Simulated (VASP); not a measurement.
Output of a VASP run:

### OSZICAR
```
       N       E                     dE             d eps       ncg     rms          rms(c)
DAV:   1     0.645906475963E+02    0.64591E+02   -0.74044E+03   696   0.105E+03
DAV:   2    -0.113387395753E+02   -0.75929E+02   -0.69757E+02   984   0.224E+02
DAV:   3    -0.141681030514E+02   -0.28294E+01   -0.28137E+01   912   0.422E+01
DAV:   4    -0.142268139187E+02   -0.58711E-01   -0.58697E-01   960   0.605E+00
DAV:   5    -0.142280384758E+02   -0.12246E-02   -0.12245E-02   908   0.653E-01    0.166E+01
DAV:   6    -0.121744886868E+02    0.20535E+01   -0.10047E+01   800   0.234E+01    0.197E+01
DAV:   7    -0.120730842388E+02    0.10140E+00   -0.55414E-01   872   0.639E+00    0.113E+01
DAV:   8    -0.120626275288E+02    0.10457E-01   -0.13017E-01   736   0.394E+00    0.775E-01
DAV:   9    -0.120632635225E+02   -0.63599E-03   -0.12984E-02   968   0.928E-01    0.208E-01
DAV:  10    -0.120639765133E+02   -0.71299E-03   -0.10676E-03   736   0.321E-01    0.485E-02
DAV:  11    -0.120640885156E+02   -0.11200E-03   -0.18593E-04   844   0.116E-01    0.409E-02
DAV:  12    -0.120641042643E+02   -0.15749E-04   -0.25606E-05   764   0.489E-02    0.239E-02
DAV:  13    -0.120641024314E+02    0.18329E-05   -0.34357E-06   864   0.211E-02    0.256E-03
DAV:  14    -0.120641022196E+02    0.21181E-06   -0.37047E-07   408   0.587E-03
   1 F= -.12064102E+02 E0= -.12064102E+02  d E =-.559008E-11
```

**OUTCAR**
```
------------------------ aborting loop because EDIFF is reached ----------------------------------------
  FORCE on cell =-STRESS in cart. coord.  units (eV):
  Direction    XX          YY          ZZ          XY          YZ          ZX
  --------------------------------------------------------------------------------------
  Total       -0.1264882     -0.1264882     -0.1264882     -0.0000000      0.0000000      0.0000000
  in kB       -5.9002645     -5.9002645     -5.9002645     -0.0000000      0.0000000      0.0000000
  external PRESSURE =      -5.9002645 kB  Pullay stress =       0.0000000 kB
  volume of cell :       34.35
      direct lattice vectors                 reciprocal lattice vectors
     0.000000000  2.580000000  2.580000000    -0.193798450  0.193798450  0.193798450
     2.580000000  0.000000000  2.580000000     0.193798450 -0.193798450  0.193798450
     2.580000000  2.580000000  0.000000000     0.193798450  0.193798450 -0.193798450
  FREE ENERGIE OF THE ION-ELECTRON SYSTEM (eV)
  ---------------------------------------------------
  free  energy   TOTEN  =       -12.0641022196 eV

  energy  without entropy=      -12.0641022196  energy(sigma->0) =      -12.06410222
```
(Selected blocks of OUTCAR.)

File POSCAR:
```
SrO
1
    0.0000000000     2.5800000000     2.5800000000
    2.5800000000     0.0000000000     2.5800000000
    2.5800000000     2.5800000000     0.0000000000
Sr O
1 1
Direct
  0.0000000000   0.0000000000   0.0000000000
  0.5000000000   0.5000000000   0.5000000000
```

Question: Reconstruct the remaining input files.

Answer: Several could match; the one computed here: the input of the run itself, PBE GGA, plane waves, VASP's PBE PAW potentials (set 64).

### INCAR
```
SYSTEM = SrO
PREC = Accurate; ENCUT = 400; LREAL = .FALSE.
LASPH = .TRUE.
EDIFF = 1E-6; NELM = 100; ALGO = Normal
LMAXMIX = 4
ISMEAR = -1; SIGMA = 0.05
GGA = PE
ISIF = 2
LWAVE = .FALSE.; LCHARG = .FALSE.
```

File KPOINTS:
```
Automatic
0
gamma
  8 8 8
0 0 0
```

POTCAR, in this order: Sr_sv O (PBE.64 set). Program: vasp_std.

At this cut-off the stress carries a Pulay error, which pulls relaxed volumes low.

The structure is a typed SrO crystal (Fm-3m). The cell was not relaxed at this level.
